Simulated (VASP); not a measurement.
The system is GaSb.

```
Ga Sb
1.0
     0.00000    3.05900    3.05900
     3.05900    0.00000    3.05900
     3.05900    3.05900    0.00000
Ga Sb
1 1
Direct
  0.00000 0.00000 0.00000
  0.25000 0.25000 0.25000
```

| Quantity | Value |
| --- | --- |
| Program | VASP 6.6.1 |
| Task | relaxation of cell and atoms |
| Functional | PBE |
| Potentials or basis | VASP PAW PBE potentials, release 64 (Ga_d, Sb) |
| Cutoff | 350 eV |
| k mesh | 10 × 10 × 10 |
| Occupations | gaussian, width 0.02 eV |
| Spin | no spin polarisation |

At the start: pressure 2.3 GPa; volume 28.62 Å³/atom.

Problem. How do energy, volume and symmetry change on relaxing?

Solution. Over 8 steps the energy falls by 9.4 meV/atom and the volume is 29.99 Å³/atom (+4.8 %); space group F-43m (No. 216, to 0.05 Å).

Step by step:
| step | energy change (eV) | largest force (eV/Å) | pressure (GPa) | volume (Å³) |
| --- | --- | --- | --- | --- |
| 1 | 0.0000 | 0.0000 | 2.26 | 57.25 |
| 2 | -0.0176 | 0.0000 | -0.57 | 60.67 |
| 3 | -0.0187 | 0.0000 | 0.01 | 59.95 |
| 4 | -0.0187 | 0.0000 | -0.03 | 60.01 |
| 5 | -0.0187 | 0.0000 | 0.05 | 59.97 |
| 6 | -0.0187 | 0.0000 | -0.01 | 59.98 |
| 7 | -0.0187 | 0.0000 | 0.01 | 59.98 |
| 8 | -0.0187 | 0.0000 | 0.00 | 59.98 |

Final structure:
```xyz
2
Lattice="0.0000 3.1068 3.1068 3.1068 0.0000 3.1068 3.1068 3.1068 0.0000" Properties=species:S:1:pos:R:3 pbc="T T T"
Ga    3.1068    0.0000    3.1068
Sb    1.5534    1.5534    1.5534
```

Caveat: the cutoff is under 1.25 times the usual one of these potentials, so pressure, stress and relaxed cells hold a basis-set (Pulay) error.
